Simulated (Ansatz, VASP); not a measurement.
# Si10BC183 (annealed Voronoi polycrystal of C with 5 % Si on C sites (3 grains at the start)) in two plane-wave programs

One calculation is typed for both programs; each brings its own data sets. How far apart do they land? Of the first pair: The structure shown is the start of the Ansatz relaxation below; VASP solves that cell, so the two are compared at the walk's first step.

Method: plane waves, with VASP 6.6.1 beside it; single point at PBE, in Ansatz 0.2.0.

## (1) The structure

The cell holds 194 atoms: 183 C, 10 Si and 1 B. Cell: a = 13.252 Å, b = 10.434 Å, c = 11.146 Å, α = 90.0°, β = 90.0°, γ = 90.0°. It derives from C (diamond C). As first built, before any earlier steps moved the atoms (in the runner's words): 3 grains of diamond C (a = 3.566 A), 5 % of C replaced at random by Si at random centres and orientations, cut by Voronoi cells in a periodic box, atoms closer than 1.11 A removed; annealed 10 ps at 2550 K with the Tersoff potential (Tersoff, Phys. Rev. B 39, 5566 (1989)), cooled to 300 K. . Nearest the centre at fractional (0.650, 0.042, 0.245): B194 at 0.00 Å, C19 at 1.37 Å, C16 at 1.47 Å, C89 at 1.51 Å, C15 at 2.31 Å, C75 at 2.34 Å, C176 at 2.39 Å, C38 at 2.41 Å.

## (2) Ansatz: relaxation, PBE

Ansatz runs on its default PAW (the set named soft_2) files.

The two programs are compared at the cell with which this relaxation starts, whose forces are those of its first step.

The input, input.yaml:

```yaml
crystal:
  lattice:
    - [13.25235, 0.0, 0.0]
    - [0.0, 10.43381, 0.0]
    - [0.0, 0.0, 11.14608]
  atoms:
    - { symbol: C, position: [0.99006, 0.19812, 0.52375] }
    - { symbol: C, position: [0.91279, 0.56831, 0.06355] }
[... 11 atom lines left out ...]
    - { symbol: C, position: [0.72405, 0.56376, 0.20773] }
    - { symbol: C, position: [0.54877, 0.25029, 0.34516] }
    - { symbol: C, position: [0.56551, 0.10376, 0.07263] }
    - { symbol: C, position: [0.65372, 0.12105, 0.13615] }
    - { symbol: C, position: [0.58049, 0.35056, 0.23466] }
    - { symbol: C, position: [0.6928, 0.32921, 0.25244] }
[... 11 atom lines left out ...]
    - { symbol: C, position: [0.6805, 0.55136, 0.69944] }
    - { symbol: C, position: [0.71267, 0.64955, 0.58886] }
[... 3 atom lines left out ...]
    - { symbol: C, position: [0.68445, 0.68354, 0.24754] }
    - { symbol: C, position: [0.91322, 0.70799, 0.23668] }
    - { symbol: C, position: [0.7174, 0.61968, 0.4578] }
[... 22 atom lines left out ...]
    - { symbol: C, position: [0.17798, 0.0521, 0.19412] }
    - { symbol: C, position: [0.1972, 0.96307, 0.09547] }
[... 12 atom lines left out ...]
    - { symbol: C, position: [0.19173, 0.3024, 0.46768] }
    - { symbol: C, position: [0.22081, 0.23964, 0.36605] }
    - { symbol: C, position: [0.55484, 0.44024, 0.14924] }
    - { symbol: C, position: [0.38319, 0.40107, 0.3508] }
[... 2 atom lines left out ...]
    - { symbol: C, position: [0.50006, 0.00972, 0.13638] }
    - { symbol: C, position: [0.33767, 0.93485, 0.23781] }
[... 6 atom lines left out ...]
    - { symbol: C, position: [0.22668, 0.74333, 0.43202] }
    - { symbol: C, position: [0.20461, 0.64181, 0.33835] }
[... 14 atom lines left out ...]
    - { symbol: C, position: [0.05299, 0.85318, 0.19068] }
[... 9 atom lines left out ...]
    - { symbol: C, position: [0.07, 0.8296, 0.97833] }
[... 3 atom lines left out ...]
    - { symbol: C, position: [0.10029, 0.61792, 0.87972] }
    - { symbol: C, position: [0.06256, 0.33173, 0.97379] }
[... 6 atom lines left out ...]
    - { symbol: C, position: [0.6858, 0.03302, 0.81202] }
    - { symbol: C, position: [0.8633, 0.0404, 0.54333] }
    - { symbol: C, position: [0.76262, 0.03953, 0.58245] }
[... 3 atom lines left out ...]
    - { symbol: Si, position: [0.7019, 0.15624, 0.69454] }
    - { symbol: C, position: [0.5619, 0.20862, 0.67307] }
[... 2 atom lines left out ...]
    - { symbol: C, position: [0.73205, 0.04972, 0.91984] }
[... 14 atom lines left out ...]
    - { symbol: C, position: [0.30072, 0.31417, 0.79801] }
    - { symbol: C, position: [0.19504, 0.25378, 0.79015] }
[... 4 atom lines left out ...]
    - { symbol: C, position: [0.20492, 0.93825, 0.77475] }
    - { symbol: C, position: [0.16286, 0.01034, 0.87369] }
    - { symbol: C, position: [0.16163, 0.14544, 0.8716] }
[... 1 atom line left out ...]
    - { symbol: C, position: [0.47862, 0.12734, 0.32589] }
[... 12 atom lines left out ...]
    - { symbol: C, position: [0.91194, 0.95497, 0.8435] }
    - { symbol: C, position: [0.89047, 0.77048, 0.62982] }
[... 4 atom lines left out ...]
    - { symbol: C, position: [0.39874, 0.98498, 0.95917] }
[... 3 atom lines left out ...]
    - { symbol: Si, position: [0.31187, 0.87973, 0.86884] }
    - { symbol: C, position: [0.87715, 0.85885, 0.40181] }
    - { symbol: C, position: [0.61669, 0.02278, 0.45473] }
[... 1 atom line left out ...]
    - { symbol: C, position: [0.42052, 0.93632, 0.59982] }
[... 4 atom lines left out ...]
    - { symbol: C, position: [0.11828, 0.90908, 0.57529] }
kpoints:
  mp_grid: { grid: [1, 1, 1] }
hamiltonian:
  xc: pbe
scf:
  occupations: { method: fermi_dirac, width: 0.05 }
output:
  forces: true
  eigenvalues: true
relax:
  f_tol: 0.05
  max_steps: 90
```

Command:

```
> ansatz run input.yaml --threads 4 --pin off --max-ram 8192MiB --backend cpu --events-out ev --progress --plain --runs-dir out
```

Numbers of over 12 decimals in the logs are rounded to 6 here.

Output:

```text
Engine: ansatz 0.2.0, x86_64-unknown-linux-gnu
Pseudopotentials: kind: paw
Pseudopotential: C, paw, valence charge 4, recommended cutoff 420 eV (normal), C.paw.azcp
Pseudopotential: Si, paw, valence charge 4, recommended cutoff 420 eV (normal), Si.paw.azcp
Pseudopotential: B, paw, valence charge 3, recommended cutoff 420 eV (normal), B.paw.azcp
Functional definition: PBE
  parameter kappa = 0.804
  parameter beta = 0.066725
  exchange = pbe_x(kappa = kappa, mu = beta*pi^2/3)
  correlation = pbe_c(beta = beta)
Crystal: 194 atoms, lattice volume = 1541.196 Å³
Basis set: ecut = 420 eV, 30163 PW (Γ), exchange–correlation on 180×144×150 points (8 copies of the dense FFT grid, shifted against one another)
Bands: 582, of which v1, the nominal top of the filled ones, is band 388 counted from 1 (387 counted from 0)
Symmetry: 1 space group operations
Space group: P1 (ITA 1), of the structure as read, at distance tolerance 1.2e-4 Å
k-points: 1
Non-local potential: C, projectors of the file, l = 0: 2, l = 1: 2, l = 2: 1
Non-local potential: Si, projectors of the file, l = 0: 2, l = 1: 2, l = 2: 2
Non-local potential: B, projectors of the file, l = 0: 2, l = 1: 2, l = 2: 1
PAW form: soft (Blöchl's): semilocal exchange-correlation on the pseudo side does not see the compensation charge
PAW one-centre angular grid: C, 110 points (default); XC on 64 Gauss nodes
PAW one-centre angular grid: Si, 110 points (default); XC on 64 Gauss nodes
PAW one-centre angular grid: B, 110 points (default); XC on 64 Gauss nodes
Initial density: superposition of atomic densities (neutral atoms: chi_scale 0, normalization atom), corrected by the library's trained network
Initial wavefunctions: pseudopotential atomic-orbital guess
Functional: x = pbe(κ = 0.804, μ = 0.219515), c = pbe(β = 0.066725)
SCF iter   1: F=—  HF=-52289.025774 eV  |F-HF|=—  |Δ(HF+E_count)|=         —  Δρ=1.40e-2  dr2=5.58e0  ethr=1.77e-3  ⟨swp⟩=6.0  Hψ=2629  notcnv=0  defer=98
preconditioner: auto → LDOS  [metal: Δε(μ)=0.111 eV  Ē_g=14.298 eV  σ=0.050 eV  W_gap=0.45  n_scr=362 (ndim 8)  ℏωp=26.3 eV  f_vac=0.012  D(μ)=21.81/eV (n_scr^D=106)  β→1.0]
SCF iter   2: F=—  HF=-52288.741569 eV  |F-HF|=—  |Δ(HF+E_count)|=   2.84e-1  Δρ=8.95e-3  dr2=2.72e0  ethr=7.20e-4  ⟨swp⟩=2.0  Hψ=888  notcnv=0  defer=168
SCF iter   3: F=—  HF=-52288.244223 eV  |F-HF|=—  |Δ(HF+E_count)|=   4.97e-1  Δρ=3.01e-3  dr2=2.71e-1  ethr=3.51e-4  ⟨swp⟩=4.0  Hψ=745  notcnv=0  defer=168
SCF iter   4: F=—  HF=-52288.192149 eV  |F-HF|=—  |Δ(HF+E_count)|=   5.21e-2  Δρ=1.04e-3  dr2=2.93e-2  ethr=3.50e-5  ⟨swp⟩=2.0  Hψ=771  notcnv=0  defer=168
SCF iter   5: F=—  HF=-52288.188715 eV  |F-HF|=—  |Δ(HF+E_count)|=   3.43e-3  Δρ=4.80e-4  dr2=5.13e-3  ethr=3.79e-6  ⟨swp⟩=2.0  Hψ=953  notcnv=0  defer=168
SCF iter   6: F=—  HF=-52288.188349 eV  |F-HF|=—  |Δ(HF+E_count)|=   3.66e-4  Δρ=2.45e-4  dr2=1.32e-3  ethr=6.63e-7  ⟨swp⟩=2.0  Hψ=698  notcnv=0  defer=168
SCF iter   7: F=—  HF=-52288.188240 eV  |F-HF|=—  |Δ(HF+E_count)|=   1.08e-4  Δρ=1.28e-4  dr2=3.65e-4  ethr=1.70e-7  ⟨swp⟩=2.0  Hψ=718  notcnv=0  defer=168
SCF iter   8: F=—  HF=-52288.188204 eV  |F-HF|=—  |Δ(HF+E_count)|=   3.64e-5  Δρ=6.50e-5  dr2=9.39e-5  ethr=4.71e-8  ⟨swp⟩=2.0  Hψ=643  notcnv=0  defer=168
SCF iter   9: F=-52288.188178 eV  HF=-52288.188195 eV  |F-HF|=1.69e-5  |Δ(HF+E_count)|=   8.82e-6  Δρ=3.18e-5  dr2=2.24e-5  ethr=8.06e-9  ⟨swp⟩=15.0  Hψ=3365  notcnv=0
SCF 1 converged in 9 iterations: F = -52288.188178 eV  dr2 = 2.24e-5
  greatest PAW one-centre occupation: 0.695 electrons in one spin orbital (limit 2), on the C atom at site 7 (counted from 0), in its partial waves of l = 0
relax step   1: F+E_penalty+E_count = -52288.18817818 eV  Δ(F+E_penalty+E_count) = +0.000e0 eV  max|allowed force component| = 5.031e0 eV/Å  Δτ_max = 0.0000 Å  (9 SCF iters, dr2 threshold 6.25e-5 eV, accepted)
Initial density: handed on by an earlier stage of this run
Initial wavefunctions: those handed on with the density
iter 1 solved again at ethr=1.34e-4 eV; its pass at ethr=3.10e-3 eV (dr2=1.04e0 eV) is discarded
SCF iter   1: F=—  HF=-52288.867993 eV  |F-HF|=—  |Δ(HF+E_count)|=         —  Δρ=6.05e-3  dr2=9.73e-1  ethr=1.34e-4  ⟨swp⟩=2.0  Hψ=1465  notcnv=0  defer=168
preconditioner: auto → LDOS  [metal: Δε(μ)=0.109 eV  Ē_g=14.274 eV  σ=0.050 eV  W_gap=0.47  n_scr=362 (ndim 8)  ℏωp=26.3 eV  f_vac=0.013  D(μ)=25.29/eV (n_scr^D=136)  β→1.0]
SCF iter   2: F=—  HF=-52288.758317 eV  |F-HF|=—  |Δ(HF+E_count)|=   1.10e-1  Δρ=2.80e-3  dr2=2.61e-1  ethr=1.26e-4  ⟨swp⟩=3.0  Hψ=739  notcnv=0  defer=168
SCF iter   3: F=—  HF=-52288.709416 eV  |F-HF|=—  |Δ(HF+E_count)|=   4.89e-2  Δρ=1.01e-3  dr2=3.72e-2  ethr=3.37e-5  ⟨swp⟩=2.0  Hψ=740  notcnv=0  defer=168
SCF iter   4: F=—  HF=-52288.704498 eV  |F-HF|=—  |Δ(HF+E_count)|=   4.92e-3  Δρ=3.75e-4  dr2=3.22e-3  ethr=4.81e-6  ⟨swp⟩=2.0  Hψ=786  notcnv=0  defer=168
[...]
- { symbol: C, position: [0.419451, 0.055959, 0.217883] }
    - { symbol: C, position: [0.454059, 0.924483, 0.053399] }
    - { symbol: C, position: [0.225968, 0.743981, 0.431494] }
    - { symbol: C, position: [0.203806, 0.642765, 0.337642] }
    - { symbol: C, position: [0.196720, 0.508988, 0.348878] }
    - { symbol: C, position: [0.203675, 0.437614, 0.241366] }
    - { symbol: C, position: [0.180993, 0.694264, 0.227541] }
    - { symbol: C, position: [0.203495, 0.624642, 0.120691] }
    - { symbol: C, position: [0.574228, 0.928467, 0.232304] }
    - { symbol: Si, position: [0.615605, 0.793008, 0.141241] }
    - { symbol: C, position: [0.467931, 0.781193, 0.098639] }
    - { symbol: C, position: [0.418345, 0.589891, 0.228217] }
    - { symbol: C, position: [0.453525, 0.491297, 0.131892] }
    - { symbol: C, position: [0.380250, 0.367866, 0.128592] }
    - { symbol: C, position: [0.224886, 0.494006, 0.129239] }
    - { symbol: C, position: [0.236706, 0.307281, 0.255069] }
    - { symbol: Si, position: [0.196773, 0.212260, 0.121291] }
    - { symbol: C, position: [0.280666, 0.889496, 0.115278] }
    - { symbol: C, position: [0.049205, 0.855012, 0.192145] }
    - { symbol: C, position: [0.553842, 0.577407, 0.962883] }
    - { symbol: C, position: [0.477380, 0.695651, 0.996300] }
    - { symbol: C, position: [0.299647, 0.424468, 0.046904] }
    - { symbol: C, position: [0.449639, 0.558193, 0.00811732] }
    - { symbol: C, position: [0.379610, 0.476014, 0.944780] }
    - { symbol: C, position: [0.315631, 0.283392, 0.030856] }
    - { symbol: C, position: [0.537641, 0.625778, 0.831132] }
[...]
- { symbol: Si, position: [0.292273, 0.507335, 0.819800] }
[...]
- { symbol: Si, position: [0.702087, 0.157967, 0.692224] }
[...]
- { symbol: Si, position: [0.313174, 0.880935, 0.870677] }
[...]
- { symbol: C, position: [0.618534, 0.022201, 0.453559] }
    - { symbol: C, position: [0.614231, 0.741933, 0.616637] }
    - { symbol: C, position: [0.420317, 0.935381, 0.600673] }
    - { symbol: C, position: [0.434770, 0.954194, 0.725993] }
    - { symbol: C, position: [0.188302, 0.976645, 0.646546] }
    - { symbol: C, position: [0.431956, 0.042040, 0.517778] }
    - { symbol: C, position: [0.388437, 0.739283, 0.677422] }
    - { symbol: C, position: [0.118720, 0.910925, 0.575792] }
```

In the SCF lines HF is the Harris–Foulkes energy and dr2 the Hartree energy of the density residual, in eV; the loop may stop once dr2 is under the threshold and the program's other checks hold. Hψ counts applications of the Hamiltonian.

## (3) VASP: single point, PBE, start cell, pair 1

The same cell, functional, mesh and smearing now go to VASP, with its own data sets.

Lines of VASP's logs that name or quote its potential files are left out, and so is its time.

The input, INCAR:

```
SYSTEM = Si10BC183
PREC = Accurate
ENCUT = 520
EDIFF = 1E-06
NELM = 120
ISMEAR = -1
SIGMA = 0.05
LREAL = Auto
ALGO = Normal
GGA = PE
NBANDS = 523
LORBIT = 11
LWAVE = .FALSE.
LCHARG = .FALSE.
ISIF = 2
LASPH = .TRUE.
GGA_COMPAT = .FALSE.
```

The input, POSCAR:

```
Si10BC183
1.0
   13.2523500000      0.0000000000      0.0000000000
    0.0000000000     10.4338100000      0.0000000000
    0.0000000000      0.0000000000     11.1460800000
C Si B
183 10 1
Direct
    0.9900583670      0.1981155494      0.5237536425
    0.9127890525      0.5683063042      0.0635470049
[... 11 atom lines left out ...]
    0.5487705954      0.2502920793      0.3451617071
    0.5655072497      0.1037588379      0.0726264301
    0.6537180198      0.1210487828      0.1361465197
    0.5804932710      0.3505622587      0.2346564891
    0.6927978811      0.3292086017      0.2524385255
    0.6730278026      0.0902163256      0.3554343769
[... 11 atom lines left out ...]
    0.6876968990      0.7121367938      0.3717809311
    0.6844521915      0.6835374614      0.2475399423
[... 3 atom lines left out ...]
    0.8362592295      0.9031216785      0.1830419304
    0.8743505869      0.8305115773      0.2733606793
    0.6703188491      0.2338742990      0.3619658212
[... 22 atom lines left out ...]
    0.5029296691      0.0173762029      0.4139482222
    0.5055480726      0.8888795176      0.3451617071
[... 12 atom lines left out ...]
    0.5000622531      0.0097184058      0.1363797855
    0.3376684135      0.9348454687      0.2378055783
    0.4006610148      0.8234480022      0.3109344272
    0.4253736130      0.7236186973      0.2128461307
[... 2 atom lines left out ...]
    0.4170882900      0.0574957758      0.2164976386
    0.4510294401      0.9238906976      0.0504930882
[... 6 atom lines left out ...]
    0.5724720521      0.9359476548      0.2288427860
    0.4689809732      0.7816416055      0.0981331553
[... 14 atom lines left out ...]
    0.6423615434      0.3575299914      0.9741810574
[... 9 atom lines left out ...]
    0.7952023603      0.1660179743      0.9521284613
[... 3 atom lines left out ...]
    0.8633034896      0.0403975154      0.5433300317
    0.7626194599      0.0395253508      0.5824469230
[... 6 atom lines left out ...]
    0.7320512966      0.0497229679      0.9198390824
    0.5225035560      0.1688069842      0.9716779352
    0.5413832264      0.2973122953      0.9531691859
[... 3 atom lines left out ...]
    0.6667421250      0.9727990063      0.5545267933
    0.4856195316      0.1688069842      0.5688726440
[... 2 atom lines left out ...]
    0.4977532287      0.2800990242      0.4762212365
[... 14 atom lines left out ...]
    0.4786170000      0.1273360354      0.3258903579
    0.3768916456      0.1698420807      0.2862979631
[... 4 atom lines left out ...]
    0.8243669991      0.9206224764      0.0649824871
    0.7314023551      0.9404905782      0.9976960510
    0.6548272571      0.8470443683      0.9867325553
[... 1 atom line left out ...]
    0.9069334873      0.9819327743      0.4393383145
[... 12 atom lines left out ...]
    0.8771500904      0.8588521355      0.4018094254
    0.6166906247      0.0227817068      0.4547338616
[... 4 atom lines left out ...]
    0.4312367241      0.0438574212      0.5174644359
[... 3 atom lines left out ...]
    0.7395216697      0.2621669361      0.0896638101
    0.5734530102      0.7648021193      0.4470002010
    0.7110437017      0.3305887303      0.5037286651
[... 1 atom line left out ...]
    0.6138005712      0.7948103329      0.1409464134
[... 4 atom lines left out ...]
    0.6495527208      0.0417393071      0.2447317801
```

The input, KPOINTS:

```
Automatic mesh
0
Gamma
1 1 1
0 0 0
```

The projector-augmented-wave data sets are C, Si and B (PBE family, release 64).

Command:

```
> export OMP_NUM_THREADS=4
> mpirun -np 1 vasp_gam
```

Output:

```text
[banner, memory and clock lines left out]
running    1 mpi-ranks, on    1 nodes
[...]
Offloading initialized ...    1 GPUs detected
[...]
LDA part: xc-table for (Slater+PW92), standard interpolation
 POSCAR, INCAR and KPOINTS ok, starting setup
[...]
entering main loop
       N       E                     dE             d eps       ncg     rms          rms(c)
DAV:   1     0.527292313360E+04    0.52729E+04   -0.45293E+05  1054   0.149E+03
DAV:   2    -0.115142104329E+04   -0.64243E+04   -0.60356E+04  1297   0.337E+02
DAV:   3    -0.168110111881E+04   -0.52968E+03   -0.51277E+03  1292   0.927E+01
DAV:   4    -0.169698586309E+04   -0.15885E+02   -0.15737E+02  1252   0.171E+01
[...]
DAV:  19    -0.160119774099E+04   -0.54943E-05   -0.20363E-05  1236   0.655E-03    0.751E-03
DAV:  20    -0.160119774243E+04   -0.14402E-05   -0.58815E-06  1132   0.355E-03    0.322E-03
DAV:  21    -0.160119774274E+04   -0.31160E-06   -0.12071E-06   732   0.166E-03
   1 F= -.16011977E+04 E0= -.16010981E+04  d E =-.199267E+00
```

From OUTCAR (step 3):

```text
  FREE ENERGIE OF THE ION-ELECTRON SYSTEM (eV)
  ---------------------------------------------------
  free  energy   TOTEN  =     -1601.1977427387 eV

  energy  without entropy=    -1600.9984757432  energy(sigma->0) =    -1601.09810924
```

This run has no spin polarisation. Its electron count is odd, so without a moment it is a metal by construction.

## (4) Comparison

Known differences besides the potentials themselves: the cutoff is 420 eV in Ansatz and 520 eV in VASP (PREC = Accurate, projectors in real space). Total energies have different zeros and are not compared.

Forces on 10 of the 194 atoms, those with the largest forces and the largest differences (eV/Å; atoms numbered as in POSCAR):

```csv
atom,"Ansatz x, y, z","VASP x, y, z"
C15,"-0.208, 0.238, -0.256","-0.221, 0.237, -0.275"
C16,"0.632, 1.756, -2.100","0.682, 1.761, -2.084"
C19,"1.287, 2.321, 5.031","1.306, 2.315, 5.014"
C36,"-0.286, 0.214, 0.229","-0.295, 0.229, 0.226"
C89,"-1.660, -1.525, 0.070","-1.654, -1.544, 0.077"
C100,"0.001, -0.013, 0.008","-0.034, 0.046, -0.013"
C103,"-0.013, 0.003, 0.000","-0.028, -0.074, -0.007"
C134,"-0.012, 0.002, 0.002","-0.006, -0.022, -0.063"
C176,"0.144, 0.396, -0.037","0.124, 0.393, -0.039"
B194,"0.794, -2.350, -2.923","0.806, -2.357, -2.920"
```

The forces differ by 19 meV/Å r.m.s., which is 5.9 % of the r.m.s. force of 0.327 eV/Å (both taken over all components).

(Part 1 of 2 ends here.)

[Lines on the potential files, build, host, timing and source positions are cut from VASP's logs without a mark.]

[Logs are printed without paths, hosts, clocks, repeated set-up lines and the standing remarks that a program may print on its own settings, such as how far it seeks lower states.]

[Hosts, paths, dates, database ids (printed as entryN), source tags and the programs' standing remarks are cut or masked in the printed files.]
